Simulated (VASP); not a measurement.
Consider the following.

```
Ir
1.0
    0.00000     1.90825     1.90825
    1.90825     0.00000     1.90825
    1.90825     1.90825     0.00000
Ir
1
Cartesian
  0.00000   0.00000   0.00000
```

Level of theory: TPSS meta-GGA, VASP's PBE PAW potentials (set 64) (plane waves; VASP 6.6.1). Settings: 520 eV cut-off, 16×16×16 Γ-centred mesh, first-order Methfessel-Paxton smearing of 0.10 eV, potentials Ir.

**Question.** Give the stress tensor in GPa (positive for a compressed cell).

**Answer.** 
```
12.52   0.00   0.00
 0.00  12.52   0.00
 0.00   0.00  12.52
```
The pressure is its mean diagonal, 12.52 GPa.

The compound is Ir in the fcc structure. This cell is one point of a volume scan, at 0.97 of the reference volume.
